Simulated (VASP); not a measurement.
Lattice constant a of diamond and zinc-blende semiconductors: measurement against SCAN

Computed values from VASP (plane waves, PAW); cells keep the symmetry of their structure type. Static lattice, each level at its own minimum.

Here x stands for SCAN a and y for measured a.

```csv
solid,SCAN a (Å),measured a (Å),cut-off (eV),basis of the measured value
C,3.557,3.553,520,"0 K, zero-point corrected"
BN,3.608,3.593,520,"0 K, zero-point corrected"
BP,4.523,4.525,520,"0 K, zero-point corrected"
GaP,5.445,5.439,520,"0 K, zero-point corrected"
GaAs,5.659,?,520,"0 K, zero-point corrected"
Ge,5.665,5.644,520,"0 K, zero-point corrected"
InP,5.893,5.858,520,"0 K, zero-point corrected"
InAs,6.098,6.047,520,"0 K, zero-point corrected"
Sn,6.552,6.477,520,"0 K, zero-point corrected"
```

Problem. Using a straight line, estimate the missing y at x = 5.659 from the other rows, showing the fit.

Solution. With u = x - 5.2, the rows have u = -1.6430, -1.5920, -0.6770, 0.2450, 0.4650, 0.6930, 0.8980, 1.3520. Means: u -0.032375, y 5.1420. About the means, the sum of products is 8.9144 and the sum of squares of u is 9.0747; the slope is their ratio. Least squares gives y = 5.1738 + 0.98234·u. Residuals (row less fit): -0.0068, -0.0169, 0.0162, 0.0245, 0.0134, 0.0034, -0.0089, -0.0249; standard error 0.0187 (degrees of freedom: 6). The slope is 0.982 with a standard error of 0.0062. Before the fit, SCAN less measured has mean 0.0256, mean absolute 0.0261 and median absolute 0.0180 Å over these 8 rows. At the withheld row, u = 0.4590, so y = 5.1738 + 0.98234 × 0.4590 = 5.6247 Å. The measured value is 5.640 Å, 0.0153 Å above the prediction (0.5 % of the range of y in the table). The row lies between fitted rows. From the scatter of the fitted rows alone, a prediction at this place has a standard error of 0.0200 Å, so the miss is 0.8 times that.

Plain SCAN misses this row by 0.019 Å. Sn is here grey tin, stable below 13 °C. The rows are a random draw of 9 from the 11 solids that have both values on this basis (zero-point corrected by the source), of 21 computed in this series. Not drawn: V to Ni and open 4f shells, rows kept for tests, unfit runs, cells that left their space group, values derived or compiled from fits, values whose temperature is given only as extrapolated, encyclopaedia, home-page and unnamed sources, sources from 2025 on. Measured values as quoted by these papers, many of them computational: C Daniel Mejia-Rodriguez et al., Physical Review B (2018), arXiv:1807.09216; BN Tamar Goldzak et al., The Journal of Chemical Physics (2022), arXiv:2208.04865; BP Daniel Mejia-Rodriguez et al., Physical Review B (2018), arXiv:1807.09216; GaP Daniel Mejia-Rodriguez et al., Physical Review B (2018), arXiv:1807.09216; GaAs Daniel Mejia-Rodriguez et al., Physical Review B (2018), arXiv:1807.09216; Ge Daniel Mejia-Rodriguez et al., Physical Review B (2018), arXiv:1807.09216; InP Daniel Mejia-Rodriguez et al., Physical Review B (2018), arXiv:1807.09216; InAs Daniel Mejia-Rodriguez et al., Physical Review B (2018), arXiv:1807.09216; Sn Daniel Mejia-Rodriguez et al., Physical Review B (2018), arXiv:1807.09216.
